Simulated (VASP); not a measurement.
# GW on ZnSe (Stilleite), part 6 of 6

Aim: the quasiparticle gap of ZnSe (Stilleite), and what it costs to get it. The cell is of the zinc-blende type, one of the forms listed for this formula. The start is a cell from a database of measured crystal structures.

VASP 6.6.1, plane waves and PAW; the level of theory is named at each step.

So far, quasiparticle gap on the mesh (eV): step 3 (evGW0, evGW0 on PBE) 2.65; step 4 (QPGW0, QPGW0 on PBE) 2.77. Also gap on the k-mesh (eV): step 2 (empty bands, functional PBE) 1.28; step 6 (another starting point, HSE06) 2.40.

## Step 8: G0W0

This step: G0W0 on HSE06; plane waves and PAW (Zn_GW, Se_GW) (VASP 6.6.1).

G0W0 keeps orbitals and screening fixed and shifts each of the lowest NBANDSGW levels once.

Contents of INCAR:

```
SYSTEM = ZnSe
PREC = Accurate
ENCUT = 350
ISMEAR = 0
SIGMA = 0.01
LREAL = .FALSE.
LHFCALC = .TRUE.
AEXX = 0.25
GGA = PE
HFSCREEN = 0.2
LASPH = .TRUE.
NBANDS = 296
PRECFOCK = Fast
ALGO = EVGW0
NELMGW = 1
ENCUTGW = 200
NOMEGA = 48
NBANDSGW = 24
LWAVE = .FALSE.
LCHARG = .FALSE.
```

Contents of POSCAR:

```
ZnSe
1.0
    0.0000000000      2.8338000000      2.8338000000
    2.8338000000      0.0000000000      2.8338000000
    2.8338000000      2.8338000000      0.0000000000
Zn Se
1 1
Direct
    0.0000000000      0.0000000000      0.0000000000
    0.2500000000      0.2500000000      0.2500000000
```

Contents of KPOINTS:

```
Automatic mesh
0
Gamma
6 6 6
0 0 0
```

Potentials, in the order of the species: Zn_GW and Se_GW (PBE family, release 64).

The run starts from files that an earlier step left in the folder.

Run with:

```sh
> mpirun -np 8 vasp_std
```

Output:

```text
[banner, memory and clock lines left out]
running    8 mpi-ranks, on    1 nodes
 distrk:  each k-point on    8 cores,    1 groups
 distr:  one band on    1 cores,    8 groups

 POSCAR found type information on POSCAR ZnSe
 POSCAR found :  2 types and       2 ions
 [... a notice as in an earlier step ...]

 [... a notice as in an earlier step ...]

 LDA part: xc-table for (Slater+PW92), standard interpolation
 found WAVECAR, reading the header
 POSCAR, INCAR and KPOINTS ok, starting setup
 FFT: planning ... GRIDC
 FFT: planning ... GRID_SOFT
 FFT: planning ... GRID
 reading WAVECAR
 the WAVECAR file was read successfully
 initial charge from wavefunction
 available memory per node:     31.59 GB, setting MAXMEM to     32343

 The Fermi energy was updated, please check that it is located mid-gap
 values below the HOMO (VB) or above the LUMO (CB) will cause erroneous energies
 E-fermi :   3.1873

 calculate exact exchange contribution
 the WAVEDER file was read successfully
energies w=
    0.000    0.000    0.635    0.000    1.268    0.000    1.895    0.000
    2.515    0.000    3.127    0.000    3.728    0.000    4.318    0.000
    4.897    0.000    5.465    0.000    6.024    0.000    6.573    0.000
    7.114    0.000    7.649    0.000    8.180    0.000    8.707    0.000
    9.234    0.000    9.762    0.000   10.294    0.000   10.832    0.000
   11.380    0.000   11.939    0.000   12.514    0.000   13.109    0.000
   13.726    0.000   14.373    0.000   15.053    0.000   15.774    0.000
   16.544    0.000   17.372    0.000   18.270    0.000   19.252    0.000
   20.335    0.000   21.543    0.000   22.903    0.000   24.453    0.000
   26.243    0.000   28.340    0.000   30.839    0.000   33.872    0.000
   37.642    0.000   42.454    0.000   48.814    0.000   57.606    0.000
   70.531    0.000   91.343    0.000  130.272    0.000  228.609    0.000
 responsefunction array rank=     304
 LDA part: xc-table for (Slater+PW92), standard interpolation

 min. memory requirement per mpi rank    354.1 MB, per node   2832.7 MB

 allocating   6 responsefunctions rank=   304
 shmem allocating  48 responsefunctions rank=   304
 response function shared by NCSHMEM nodes    1
 Doing            6  frequencies on each core in blocks of           48
NQ=   1    0.0000    0.0000    0.0000,
|.........|.........|.........|.........|.........|.........|.........|.........
 performed       1343000 updates of chi_q(r,r)
 total number of BLAS operations        860.59 Gflops
NQ=   2    0.1667    0.0000    0.0000,
|.........|.........|.........|.........|.........|.........|.........|.........
 performed       3652000 updates of chi_q(r,r)
 total number of BLAS operations       2468.35 Gflops
NQ=   3    0.3333    0.0000    0.0000,
|.........|.........|.........|.........|.........|.........|.........|.........
 performed       5961000 updates of chi_q(r,r)
 total number of BLAS operations       4022.06 Gflops
NQ=   4    0.5000    0.0000    0.0000,
|.........|.........|.........|.........|.........|.........|.........|.........
 performed       7929000 updates of chi_q(r,r)
 total number of BLAS operations       5187.07 Gflops
NQ=   5    0.1667    0.1667    0.0000,
|.........|.........|.........|.........|.........|.........|.........|.........
 performed      10238000 updates of chi_q(r,r)
 total number of BLAS operations       6794.82 Gflops
NQ=   6    0.3333    0.1667    0.0000,
|.........|.........|.........|.........|.........|.........|.........|.........
 performed      13769000 updates of chi_q(r,r)
 total number of BLAS operations       9236.61 Gflops
NQ=   7    0.5000    0.1667    0.0000,
|.........|.........|.........|.........|.........|.........|.........|.........
 performed      17300000 updates of chi_q(r,r)
 total number of BLAS operations      11661.83 Gflops
NQ=   8   -0.3333    0.1667    0.0000,
|.........|.........|.........|.........|.........|.........|.........|.........
 performed      20831000 updates of chi_q(r,r)
 total number of BLAS operations      14120.26 Gflops
NQ=   9   -0.1667    0.1667    0.0000,
|.........|.........|.........|.........|.........|.........|.........|.........
 performed      23907000 updates of chi_q(r,r)
 total number of BLAS operations      16262.16 Gflops
NQ=  10    0.3333    0.3333    0.0000,
|.........|.........|.........|.........|.........|.........|.........|.........
 performed      26216000 updates of chi_q(r,r)
 total number of BLAS operations      17947.12 Gflops
NQ=  11    0.5000    0.3333    0.0000,
|.........|.........|.........|.........|.........|.........|.........|.........
 performed      29747000 updates of chi_q(r,r)
 total number of BLAS operations      20322.92 Gflops
NQ=  12   -0.3333    0.3333    0.0000,
|.........|.........|.........|.........|.........|.........|.........|.........
 performed      32823000 updates of chi_q(r,r)
 total number of BLAS operations      22308.07 Gflops
NQ=  13    0.5000    0.5000    0.0000,
|.........|.........|.........|.........|.........|.........|.........|.........
 performed      34592000 updates of chi_q(r,r)
 total number of BLAS operations      23599.09 Gflops
NQ=  14    0.5000    0.3333    0.1667,
|.........|.........|.........|.........|.........|.........|.........|.........
 performed      38549000 updates of chi_q(r,r)
 total number of BLAS operations      26225.07 Gflops
NQ=  15   -0.3333    0.3333    0.1667,
|.........|.........|.........|.........|.........|.........|.........|.........
 performed      42279000 updates of chi_q(r,r)
 total number of BLAS operations      28665.95 Gflops
NQ=  16   -0.3333    0.5000    0.1667,
|.........|.........|.........|.........|.........|.........|.........|.........
 performed      45369000 updates of chi_q(r,r)
 total number of BLAS operations      30745.42 Gflops
 resolving degeneracies of screened two electron integrals

 calculate QP shifts <psi_nk| G(iteration)W_0 |psi_nk>: iteration 1
 entering main loop
```

Elapsed: 5.5 min, on 8 MPI ranks of AMD EPYC 9R45, shared host; peak memory 3.7 GiB; 43 min of CPU time.

From OUTCAR (step 8):

```text
   NELECT =      18.0000    total number of electrons

 E-fermi :   3.1873

 QP shifts <psi_nk| G(iteration)W_0 |psi_nk>: iteration 1
 for sc-GW calculations column KS-energies equals QP-energies in previous step
 and V_xc(KS)=  KS-energies - (<T + V_ion + V_H > + <T+V_H+V_ion>^1  + <V_x>^1)
 k-point   1 :       0.0000    0.0000    0.0000
  band No.  KS-energies  QP-energies   sigma(KS)   V_xc(KS)     V^pw_x(r,r')   Z            occupation Imag(sigma)
    ...
      6      -5.9104      -5.8975     -23.5547     -23.5727     -32.1664       0.7185       2.0000       0.1477
      7       1.9875       1.5227     -14.6108     -14.0257     -16.1568       0.7943       2.0000       0.0114
      8       1.9875       1.5227     -14.6108     -14.0257     -16.1568       0.7943       2.0000       0.0114
      9       1.9875       1.5227     -14.6108     -14.0257     -16.1568       0.7943       2.0000       0.0114
     10       4.3871       4.5084      -9.5616      -9.7107      -5.9085       0.8138       0.0000      -0.1269
     11       8.9484       8.9826      -9.1475      -9.1902      -4.9575       0.8005       0.0000      -0.1006
     12       8.9484       8.9826      -9.1475      -9.1902      -4.9575       0.8005       0.0000      -0.1006
     13       8.9484       8.9826      -9.1475      -9.1902      -4.9575       0.8005       0.0000      -0.1006
    ...

 k-point   2 :       0.1667    0.0000    0.0000
  band No.  KS-energies  QP-energies   sigma(KS)   V_xc(KS)     V^pw_x(r,r')   Z            occupation Imag(sigma)
    ...
      6      -5.9121      -5.8978     -23.5478     -23.5676     -32.1603       0.7179       2.0000       0.1479
      7       0.0374      -0.3999     -13.6981     -13.1396     -15.5416       0.7830       2.0000       0.0101
      8       1.7237       1.2495     -14.4181     -13.8197     -15.9918       0.7923       2.0000       0.0119
      9       1.7237       1.2495     -14.4181     -13.8197     -15.9918       0.7923       2.0000       0.0119
     10       5.6374       5.7481      -9.8905     -10.0272      -6.1380       0.8096       0.0000      -0.1158
     11       8.9994       9.0099      -9.3132      -9.3263      -5.1155       0.7974       0.0000      -0.1088
     12       9.3763       9.4054      -9.2555      -9.2919      -4.9737       0.7975       0.0000      -0.1043
     13       9.3763       9.4054      -9.2555      -9.2919      -4.9737       0.7975       0.0000      -0.1043
    ...

[... 8 parts as in an earlier step ...]

[... 8 further parts left out ...]
```

Numbers from this step:

* quasiparticle gap on the mesh: 2.986 eV
* smallest direct quasiparticle gap on the mesh: 2.986 eV
* gap of the starting orbitals on the mesh: 2.400 eV

GW takes the gap from 2.400 to 2.986 eV. That is +547 meV against the one-shot pass on PBE. Spin-orbit coupling is left out. The value holds for 296 bands, ENCUTGW = 200 eV and this mesh, and isn't shown to be converged in them.

## Step 9: Summary

This step: GW series: evGW0 on PBE, QPGW0 on PBE, G0W0 on HSE06; plane waves and PAW (VASP 6.6.1).

Derived from the runs above.

Cost is wall time times ranks on a shared host, with the step that makes the empty bands. GW runs:

```csv
level,bands,ENCUTGW (eV),NOMEGA,k mesh,starting gap (eV),quasiparticle gap (eV),direct gap (eV),cost (core minutes)
evGW0 on PBE,296,200,48,6x6x6,1.277,2.652,2.652,157.1
QPGW0 on PBE,296,200,48,6x6x6,1.277,2.772,2.772,406.4
G0W0 on HSE06,296,200,48,6x6x6,2.4,2.986,2.986,122.6
```

## Step 10: What came out

```
evGW0 on PBE, 296 bands, ENCUTGW 200 eV, NOMEGA 48, mesh 6×6×6  : 1.277 → 2.652 eV
QPGW0 on PBE, 296 bands, ENCUTGW 200 eV, NOMEGA 48, mesh 6×6×6  : 1.277 → 2.772 eV
G0W0 on HSE06, 296 bands, ENCUTGW 200 eV, NOMEGA 48, mesh 6×6×6 : 2.400 → 2.986 eV
```

evGW0 gives a quasiparticle gap of 2.652 eV on the mesh, 1.37 eV over the PBE gap on the same mesh. Over the final values of the levels run here the gap spans 2.65 to 2.99 eV. In evGW0 the first pass, which is the one-shot result, gives 2.438 eV and pass 4 gives 2.652 eV; the last pass changed the gap by +7 meV, so the loop is converged. In QPGW0 the first pass gives 2.410 eV and pass 4 gives 2.772 eV; the last pass changed the gap by +32 meV, so more passes would move it further. One-shot gaps: 2.438 eV from PBE and 2.986 eV from HSE06. The starting gaps span 1.12 eV and the one-shot gaps 0.55 eV. Bands, response cutoff and mesh weren't tested for convergence, and band edges off the mesh aren't seen. In Zn_GW the d shell is in the valence without all the semicore s and p states of the same shell; those stay frozen in the core, and how far that moves the GW gap wasn't tested here. Spin-orbit coupling is left out; with Zn and Se in the cell it can split or shift band edges, by an amount that depends on which atoms form them and isn't tested here. Not tabulated here, as repeats of values shown or as unfit to read for their mesh, reference level or band range: eps2 curves (empty bands); eps1 curves and static values (empty bands); gaps (empty bands).

[Lines on the potential files, build, host, timing and source positions are cut from VASP's logs without a mark.]

[Logs are printed without paths, hosts, clocks, repeated set-up lines and the standing remarks that a program may print on its own settings, such as how far it seeks lower states.]

[Hosts, paths, dates, database ids (printed as entryN), source tags and the programs' standing remarks are cut or masked in the printed files.]

[Pressures printed for these runs are not shown converged in the cutoff: they can be off by several GPa and have the wrong sign.]
